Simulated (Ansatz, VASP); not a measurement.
# BN: VASP beside Ansatz, part 3 of 4

Wanted: the spread between two codes on one cell, functional and k mesh. The cell is taken from a series of runs on this material, whose earlier steps may have relaxed, scaled, displaced or heated it; both programs get it as it stands.

VASP 6.6.1 and Ansatz 0.2.0.

So far: The starting structure; Ansatz: zone-centre phonons, LDA, pair 1; VASP: zone-centre phonons, LDA, pair 1.

### Step 3. VASP: zone-centre phonons, LDA, pair 1 (continued)

Level of this step: LDA; plane waves and PAW (B, N) (VASP).

Numbers of over 12 decimals in the logs are rounded to 6 here.

OUTCAR, selected parts (step 3):

```text
ion  position               nearest neighbor table
   1  0.333  0.667  0.250-   4 1.44   4 1.44   4 1.44
   2  0.667  0.333  0.750-   3 1.44   3 1.44   3 1.44
   3  0.333  0.667  0.750-   2 1.44   2 1.44   2 1.44
   4  0.667  0.333  0.250-   1 1.44   1 1.44   1 1.44

  LATTYP: Found a hexagonal cell.
 ALAT       =     2.4880975028
 C/A-ratio  =     2.5722313846

 Subroutine GETGRP returns: Found 24 space group operations
 (whereof 12 operations were pure point group operations)

The static configuration has the point symmetry D_3d.
 The point group associated with its full space group is D_6h.

 Found     36 irreducible k-points:

   k-points           NKPTS =     36   k-points in BZ     NKDIM =     36   number of bands    NBANDS=     14

   dimension x,y,z NGX =    20 NGY =   20 NGZ =   54
   dimension x,y,z NGXF=    40 NGYF=   40 NGZF=  108

   ENCUT  =  600.0 eV  44.10 Ry    6.64 a.u.   4.97  4.97 12.78*2*pi/ulx,y,z

   NELECT =      16.0000    total number of electrons

 k-points in reciprocal lattice and weights: Automatic mesh
   0.00000000  0.00000000  0.00000000       0.003
   0.11111111  0.00000000  0.00000000       0.019
   0.22222222  0.00000000  0.00000000       0.019
   0.33333333  0.00000000  0.00000000       0.019
   0.44444444  0.00000000  0.00000000       0.019
   0.11111111  0.11111111  0.00000000       0.019
   0.22222222  0.11111111  0.00000000       0.037
   0.33333333  0.11111111  0.00000000       0.037
   0.44444444  0.11111111  0.00000000       0.019
[...]
0.33333333  0.22222222  0.50000000       0.037
   0.33333333  0.33333333  0.50000000       0.006

 average (electrostatic) potential at core
       1 -33.7404       2 -33.7404       3 -64.3311       4 -64.3311

  Total        0.2152071      0.2152071      0.0434119     -0.0000000     -0.0000000     -0.0000000
  in kB       10.0490327     10.0490327      2.0271077     -0.0000000     -0.0000000     -0.0000000
  external PRESSURE =       7.3750577 kB  Pullay stress =       0.0000000 kB

  energy-cutoff  :      600.00
  volume of cell :       34.31
      direct lattice vectors                 reciprocal lattice vectors
     2.488097503  0.000000000  0.000000000     0.401913510  0.232044873  0.000000000
    -1.244048751  2.154755644  0.000000000     0.000000000  0.464089746  0.000000000
     0.000000000  0.000000000  6.399962485     0.000000000  0.000000000  0.156250916

 POSITION                                       TOTAL-FORCE (eV/Angst)
 -----------------------------------------------------------------------------------
     -0.00000      1.43650      1.59999        -0.000000      0.000000      0.000000
      1.24405      0.71825      4.79997         0.000000      0.000000      0.000000
     -0.00000      1.43650      4.79997         0.000000     -0.000000      0.000000
      1.24405      0.71825      1.59999        -0.000000     -0.000000      0.000000
 -----------------------------------------------------------------------------------
    total drift:                               -0.000000      0.000000      0.000000

 MACROSCOPIC STATIC DIELECTRIC TENSOR (including local field effects in DFT)
 ------------------------------------------------------
           4.951290     0.000000     0.000000
           0.000000     4.951290     0.000000
           0.000000     0.000000     2.935856
 ------------------------------------------------------

 PIEZOELECTRIC TENSOR (including local field effects)  for field in x, y, z        (C/m^2)
          XX          YY          ZZ          XY          YZ          ZX
  --------------------------------------------------------------------------------
  x     0.00000     0.00000     0.00000     0.00000     0.00000     0.00000
  y     0.00000     0.00000     0.00000     0.00000     0.00000     0.00000
  z     0.00000     0.00000     0.00000     0.00000     0.00000     0.00000

 BORN EFFECTIVE CHARGES (including local field effects) (in |e|, cummulative output)
 ---------------------------------------------------------------------------------
 ion    1
    1     2.70513     0.00000     0.00000
    2     0.00000     2.70513     0.00000
    3    -0.00000    -0.00000     0.84320
 ion    2
    1     2.70513     0.00000     0.00000
    2     0.00000     2.70513     0.00000
    3     0.00000    -0.00000     0.84320
 ion    3
    1    -2.70513     0.00000     0.00000
    2     0.00000    -2.70513     0.00000
    3     0.00000     0.00000    -0.84320
 ion    4
    1    -2.70513     0.00000     0.00000
    2     0.00000    -2.70513     0.00000
    3     0.00000     0.00000    -0.84320

 Eigenvectors and eigenvalues of the dynamical matrix
 ----------------------------------------------------

   1 f  =   41.514532 THz   260.843495 2PiTHz 1384.775715 cm-1   171.690230 meV
             X         Y         Z           dx          dy          dz
     -0.000000  1.436504  1.599991     0.530805    0.000007   -0.000000
      1.244049  0.718252  4.799972    -0.530805   -0.000007   -0.000000
     -0.000000  1.436504  4.799972     0.467169    0.000006    0.000000
      1.244049  0.718252  1.599991    -0.467169   -0.000006   -0.000000

   2 f  =   41.514532 THz   260.843495 2PiTHz 1384.775715 cm-1   171.690230 meV
             X         Y         Z           dx          dy          dz
     -0.000000  1.436504  1.599991     0.000007   -0.530805   -0.000000
      1.244049  0.718252  4.799972    -0.000007    0.530805    0.000000
     -0.000000  1.436504  4.799972     0.000006   -0.467169   -0.000000
      1.244049  0.718252  1.599991    -0.000006    0.467169    0.000000

   3 f  =   41.507183 THz   260.797325 2PiTHz 1384.530609 cm-1   171.659840 meV
             X         Y         Z           dx          dy          dz
     -0.000000  1.436504  1.599991     0.531147   -0.000001   -0.000000
      1.244049  0.718252  4.799972     0.531147   -0.000001   -0.000000
     -0.000000  1.436504  4.799972    -0.466780    0.000001    0.000000
      1.244049  0.718252  1.599991    -0.466780    0.000001   -0.000000

   4 f  =   41.507183 THz   260.797325 2PiTHz 1384.530609 cm-1   171.659840 meV
             X         Y         Z           dx          dy          dz
     -0.000000  1.436504  1.599991    -0.000001   -0.531147   -0.000000
      1.244049  0.718252  4.799972    -0.000001   -0.531147    0.000000
     -0.000000  1.436504  4.799972     0.000001    0.466780   -0.000000
      1.244049  0.718252  1.599991     0.000001    0.466780    0.000000

   5 f  =   24.288268 THz   152.607687 2PiTHz  810.169407 cm-1   100.448159 meV
             X         Y         Z           dx          dy          dz
     -0.000000  1.436504  1.599991    -0.000000   -0.000000    0.528945
      1.244049  0.718252  4.799972     0.000000    0.000000   -0.528945
     -0.000000  1.436504  4.799972     0.000000    0.000000    0.469273
      1.244049  0.718252  1.599991    -0.000000   -0.000000   -0.469273

   6 f  =   22.368611 THz   140.546128 2PiTHz  746.136549 cm-1    92.509100 meV
             X         Y         Z           dx          dy          dz
     -0.000000  1.436504  1.599991    -0.000000    0.000000   -0.531153
      1.244049  0.718252  4.799972     0.000000   -0.000000   -0.531153
     -0.000000  1.436504  4.799972     0.000000   -0.000000    0.466773
      1.244049  0.718252  1.599991    -0.000000    0.000000    0.466773

   7 f  =    3.655841 THz    22.970326 2PiTHz  121.945725 cm-1    15.119336 meV
             X         Y         Z           dx          dy          dz
     -0.000000  1.436504  1.599991     0.000000    0.000000   -0.469273
      1.244049  0.718252  4.799972    -0.000000   -0.000000    0.469273
     -0.000000  1.436504  4.799972    -0.000000   -0.000000    0.528945
      1.244049  0.718252  1.599991     0.000000    0.000000   -0.528945

   8 f  =    1.571482 THz     9.873910 2PiTHz   52.418983 cm-1     6.499123 meV
             X         Y         Z           dx          dy          dz
     -0.000000  1.436504  1.599991     0.467169    0.000018    0.000000
      1.244049  0.718252  4.799972    -0.467169   -0.000018    0.000000
     -0.000000  1.436504  4.799972    -0.530805   -0.000020    0.000000
      1.244049  0.718252  1.599991     0.530805    0.000020    0.000000

   9 f  =    1.571482 THz     9.873910 2PiTHz   52.418983 cm-1     6.499123 meV
             X         Y         Z           dx          dy          dz
     -0.000000  1.436504  1.599991    -0.000018    0.467169   -0.000000
      1.244049  0.718252  4.799972     0.000018   -0.467169   -0.000000
     -0.000000  1.436504  4.799972     0.000020   -0.530805   -0.000000
      1.244049  0.718252  1.599991    -0.000020    0.530805   -0.000000

  10 f/i=    0.000842 THz     0.005288 2PiTHz    0.028074 cm-1     0.003481 meV
             X         Y         Z           dx          dy          dz
     -0.000000  1.436504  1.599991    -0.000000    0.000000   -0.466773
      1.244049  0.718252  4.799972    -0.000000    0.000000   -0.466773
     -0.000000  1.436504  4.799972    -0.000000    0.000000   -0.531153
      1.244049  0.718252  1.599991    -0.000000    0.000000   -0.531153

  11 f/i=    0.002088 THz     0.013119 2PiTHz    0.069647 cm-1     0.008635 meV
             X         Y         Z           dx          dy          dz
     -0.000000  1.436504  1.599991    -0.393861    0.250512    0.000000
      1.244049  0.718252  4.799972    -0.393861    0.250512    0.000000
     -0.000000  1.436504  4.799972    -0.448173    0.285057    0.000000
      1.244049  0.718252  1.599991    -0.448173    0.285057    0.000000

  12 f/i=    0.002088 THz     0.013119 2PiTHz    0.069647 cm-1     0.008635 meV
             X         Y         Z           dx          dy          dz
     -0.000000  1.436504  1.599991    -0.250512   -0.393861   -0.000000
      1.244049  0.718252  4.799972    -0.250512   -0.393861   -0.000000
     -0.000000  1.436504  4.799972    -0.285057   -0.448173   -0.000000
      1.244049  0.718252  1.599991    -0.285057   -0.448173   -0.000000

 MACROSCOPIC STATIC DIELECTRIC TENSOR IONIC CONTRIBUTION
 ------------------------------------------------------
           1.794793     0.000000    -0.000000
           0.000000     1.794793    -0.000000
          -0.000000    -0.000000     0.600438
 ------------------------------------------------------

 ELASTIC MODULI CONTR FROM IONIC RELAXATION (kBar)
 Direction    XX          YY          ZZ          XY          YZ          ZX
 --------------------------------------------------------------------------------
 XX        -475.4596    475.4596     -0.0000     -0.0000      0.0000      0.0000
 YY         475.4596   -475.4596      0.0000      0.0000      0.0000      0.0000
 ZZ          -0.0000      0.0000     -0.0000      0.0000      0.0000      0.0000
 XY          -0.0000      0.0000      0.0000   -475.4596      0.0000      0.0000
 YZ           0.0000      0.0000      0.0000      0.0000      0.0000      0.0000
 ZX           0.0000      0.0000      0.0000      0.0000      0.0000      0.0000
 --------------------------------------------------------------------------------

 PIEZOELECTRIC TENSOR IONIC CONTR  for field in x, y, z        (C/m^2)
          XX          YY          ZZ          XY          YZ          ZX
  --------------------------------------------------------------------------------
  x     0.00000    -0.00000     0.00000     0.00000     0.00000     0.00000
  y     0.00000     0.00000    -0.00000     0.00000     0.00000     0.00000
  z     0.00000    -0.00000     0.00000     0.00000     0.00000     0.00000
```

### Step 4. Comparison

Known differences besides the potentials themselves: the two LDA forms differ slightly; fixed occupations in Ansatz, narrow Gaussian smearing in VASP; VASP's response is taken on the typed mesh, Ansatz refines its own for the field response alone; the cutoff is 420 eV in Ansatz and 600 eV in VASP; VASP's log shows a relativistic correction to its local exchange, Ansatz's none. Total energies have different zeros and are not compared.

The two programs side by side:

| quantity | Ansatz | VASP | difference |
| --- | --- | --- | --- |
| ε∞ xx | 4.94 | 4.95 | -0.20 % |
| ε∞ yy | 4.94 | 4.95 | -0.20 % |
| ε∞ zz | 2.93 | 2.94 | -0.18 % |
| Born charge of B1 (mean of the diagonal) (e) | 2.09 | 2.08 | 0.00 |
| Born charge of N3 (mean of the diagonal) (e) | -2.09 | -2.08 | 0.00 |
| optical mode 1 to 2 (cm⁻¹) | 53.8 | 52.4 | +2.71 % |
| optical mode 3 (cm⁻¹) | 124.9 | 121.9 | +2.42 % |
| optical mode 4 (cm⁻¹) | 746.5 | 746.1 | +0.05 % |
| optical mode 5 (cm⁻¹) | 810.1 | 810.2 | +0.00 % |
| optical mode 6 to 7 (cm⁻¹) | 1386.5 | 1384.5 | +0.14 % |
| optical mode 8 to 9 (cm⁻¹) | 1386.5 | 1384.8 | +0.13 % |

Modes are paired by rising frequency, not by their patterns, so a pair may set unlike modes beside each other; they are those without the splitting of longitudinal modes.

### Step 5. VASP: zone-centre phonons, LDA, pair 2

Second derivatives magnify differences that forces hide, and they need a tight electronic threshold. The cell compared in this pair holds 34.83 Å³, against 34.31 Å³ for the pair before.

INCAR reads:

```
SYSTEM = BN
PREC = Accurate
ENCUT = 600
EDIFF = 1E-08
NELM = 120
ISMEAR = 0
SIGMA = 0.01
LREAL = .FALSE.
ALGO = Normal
GGA = CA
NBANDS = 14
LORBIT = 11
LWAVE = .FALSE.
LCHARG = .FALSE.
ISIF = 2
IBRION = 8
LEPSILON = .TRUE.
LASPH = .TRUE.
GGA_COMPAT = .FALSE.
EFERMI = MIDGAP
KPAR = 2
```

POSCAR reads:

```
BN
1.0
    2.4889326151      0.0000000000      0.0000000000
   -1.2444663076      2.1554788730      0.0000000000
    0.0000000000      0.0000000000      6.4930644086
B N
2 2
Direct
    0.3333333333      0.6666666667      0.2500000000
    0.6666666667      0.3333333333      0.7500000000
    0.3333333333      0.6666666667      0.7500000000
    0.6666666667      0.3333333333      0.2500000000
```

KPOINTS reads:

```
Automatic mesh
0
Gamma
9 9 4
0 0 0
```

Potentials, in the order of the species: B and N (LDA family, release 64).

On the command line:

```
$ mpirun -np 2 vasp_std
```

Log:

```text
[... set-up lines as in an earlier step ...]
 entering main loop
       N       E                     dE             d eps       ncg     rms          rms(c)
DAV:   1     0.619169541075E+02    0.61917E+02   -0.91239E+03  1008   0.120E+03
DAV:   2    -0.388132289461E+02   -0.10073E+03   -0.90460E+02  1378   0.247E+02
DAV:   3    -0.426250648513E+02   -0.38118E+01   -0.37876E+01  1356   0.489E+01
DAV:   4    -0.426510313655E+02   -0.25967E-01   -0.25964E-01  1164   0.463E+00
[...]
DAV:  12    -0.385852553849E+02    0.57547E-06   -0.71767E-06  1164   0.209E-02    0.118E-03
DAV:  13    -0.385852553745E+02    0.10408E-07   -0.34941E-07  1242   0.444E-03    0.492E-04
DAV:  14    -0.385852553798E+02   -0.53242E-08   -0.31237E-09   900   0.492E-04
   1 F= -.38585255E+02 E0= -.38585255E+02  d E =0.000000E+00
 Linear response reoptimize wavefunctions to high precision
DAV:   1    -0.385852553798E+02    0.29559E-10   -0.50067E-10   798   0.198E-04
 Linear response G [H, r] |phi>, progress :
  Direction:   1
       N       E                     dE             d eps       ncg     rms
[...]
RMM:  12    -0.232945836528E+00   -0.10250E-08   -0.85963E-08  4262   0.278E-05    0.960E-08
 first order change of Fermi-energy   0.17324E-03
 force on displaced ion       3 direction 1 : -42.977   0.004   0.000
 Born effective charge ion    3 direction 1 :  -2.704   0.001   0.000
 Linear response progress:
  Degree of freedom:   4/  4
       N       E                     dE             d eps       ncg     rms          rms(c)
RMM:   1    -0.263614393889E+00   -0.26361E+00    0.15309E-01  2185   0.297E+00
RMM:   2    -0.263922695543E+00   -0.30830E-03   -0.12708E-03  1880   0.261E-01    0.196E-01
RMM:   3    -0.264074757713E+00   -0.15206E-03   -0.15611E-03  1791   0.227E-01    0.869E-02
RMM:   4    -0.265087424677E+00   -0.10127E-02   -0.69348E-04  1832   0.151E-01    0.145E-02
[...]
RMM:   9    -0.265123758042E+00   -0.33843E-06    0.59262E-08  2027   0.499E-05    0.957E-06
RMM:  10    -0.265123841360E+00   -0.83318E-07    0.11456E-09  2193   0.251E-05    0.890E-07
RMM:  11    -0.265123838300E+00    0.30597E-08    0.73213E-09  1603   0.153E-05    0.407E-07
 first order change of Fermi-energy   0.16699E-04
 force on displaced ion       3 direction 3 :  -0.000   0.000 -13.955
 Born effective charge ion    3 direction 3 :   0.000  -0.000  -0.808
 Born effective charges drift removed
 Linear response finished
```

Parts of OUTCAR (step 5):

```text
  Total        0.1236863      0.1236863     -0.0531973     -0.0000000      0.0000000      0.0000000
  in kB        5.6888629      5.6888629     -2.4467708     -0.0000000      0.0000000      0.0000000
  external PRESSURE =       2.9769850 kB  Pullay stress =       0.0000000 kB

 POSITION                                       TOTAL-FORCE (eV/Angst)
 -----------------------------------------------------------------------------------
     -0.00000      1.43699      1.62327        -0.000000      0.000000      0.000000
      1.24447      0.71849      4.86980         0.000000     -0.000000      0.000000
     -0.00000      1.43699      4.86980        -0.000000      0.000000      0.000000
      1.24447      0.71849      1.62327         0.000000      0.000000      0.000000
 -----------------------------------------------------------------------------------
    total drift:                               -0.000000      0.000000      0.000000

 MACROSCOPIC STATIC DIELECTRIC TENSOR (including local field effects in DFT)
 ------------------------------------------------------
           4.902382    -0.000000     0.000000
          -0.000000     4.902382    -0.000000
           0.000000    -0.000000     2.857665
 ------------------------------------------------------

 MACROSCOPIC STATIC DIELECTRIC TENSOR IONIC CONTRIBUTION
 ------------------------------------------------------
           1.770223    -0.000000     0.000000
          -0.000000     1.770223     0.000000
           0.000000     0.000000     0.535420
 ------------------------------------------------------

[... 1 part as in an earlier step ...]

[... 1 further part left out ...]
```

### Step 6. Ansatz: zone-centre phonons, LDA, pair 2

The same cell, functional (in two slightly different forms) and mesh now go to Ansatz, which takes its cutoff from its data sets.

The cell is taken from a series of runs on this material, whose earlier steps may have relaxed, scaled, displaced or heated it; both programs get it as it stands.

input.yaml reads:

```yaml
crystal:
  lattice:
    - [2.4889326151, 0.0, 0.0]
    - [-1.2444663076, 2.155478873, 0.0]
    - [0.0, 0.0, 6.4930644086]
  atoms:
    - { symbol: B, position: [0.3333333333, 0.6666666667, 0.25] }
    - { symbol: B, position: [0.6666666667, 0.3333333333, 0.75] }
    - { symbol: "N", position: [0.3333333333, 0.6666666667, 0.75] }
    - { symbol: "N", position: [0.6666666667, 0.3333333333, 0.25] }
kpoints:
  mp_grid: { grid: [9, 9, 4] }
hamiltonian:
  xc: lda
scf:
  occupations: { method: fixed }
output:
  eigenvalues: true
phonons:
  method: dfpt
  dielectric: true
  rigid_motions: translations
```

On the command line:

```
$ ansatz run input.yaml --threads 4 --pin off --max-ram 7168MiB --backend cpu --events-out ev --progress --plain --runs-dir out
```

Log:

```text
[...]
Crystal: 4 atoms, lattice volume = 34.834 Å³
Basis set: ecut = 420 eV, 663 PW (Γ), exchange–correlation on 36×36×96 points (8 copies of the dense FFT grid, shifted against one another)
Bands: 12, of which v1, the nominal top of the filled ones, is band 8 counted from 1 (7 counted from 0)
Symmetry: 24 space group operations
k-points: 95 of 324 (irreducible under 2 space group operations, time reversal used)
[...]
optical modes at Γ + LO–TO along q̂ = [1.0000, 0.0000, 0.0000]:
      ω (cm⁻¹)  modes    IR ((D/Å)²/amu)
[...]
optical modes at Γ + LO–TO along q̂ = [0.0000, 1.0000, 0.0000]:
      ω (cm⁻¹)  modes    IR ((D/Å)²/amu)
[...]
optical modes at Γ + LO–TO along q̂ = [0.0000, 0.0000, 1.0000]:
      ω (cm⁻¹)  modes    IR ((D/Å)²/amu)
[...]
810.78      1             0.0000
        818.61      1             4.8984
       1384.77      2             0.0000
       1384.83      2           110.8419
[key lines of the parts left out:]
SCF converged after 8 iterations
Free energy (F): -1052.693594 eV
Fermi energy:    4.804910 eV
```

### Step 7. Side by side

The two programs side by side:

| quantity | Ansatz | VASP | difference |
| --- | --- | --- | --- |
| ε∞ xx | 4.89 | 4.90 | -0.18 % |
| ε∞ yy | 4.89 | 4.90 | -0.18 % |
| ε∞ zz | 2.85 | 2.86 | -0.17 % |
| Born charge of B1 (mean of the diagonal) (e) | 2.07 | 2.07 | 0.00 |
| Born charge of N3 (mean of the diagonal) (e) | -2.07 | -2.07 | 0.00 |
| optical mode 1 to 2 (cm⁻¹) | 49.9 | 48.6 | +1.2 |
| optical mode 3 (cm⁻¹) | 112.5 | 110.3 | +1.97 % |
| optical mode 4 (cm⁻¹) | 751.7 | 751.3 | +0.04 % |
| optical mode 5 (cm⁻¹) | 810.8 | 810.9 | -0.01 % |
| optical mode 6 to 9 (cm⁻¹) | 1384.8 | 1382.9 | +0.13 % |

Modes are paired by rising frequency, not by their patterns, so a pair may set unlike modes beside each other; they are those without the splitting of longitudinal modes.

[end of part 3 of 4]

[Lines on the potential files, build, host, timing and source positions are cut from VASP's logs without a mark.]

[Logs are printed without paths, hosts, clocks, repeated set-up lines and the standing remarks that a program may print on its own settings, such as how far it seeks lower states.]

[Hosts, paths, dates, database ids (printed as entryN), source tags and the programs' standing remarks are cut or masked in the printed files.]
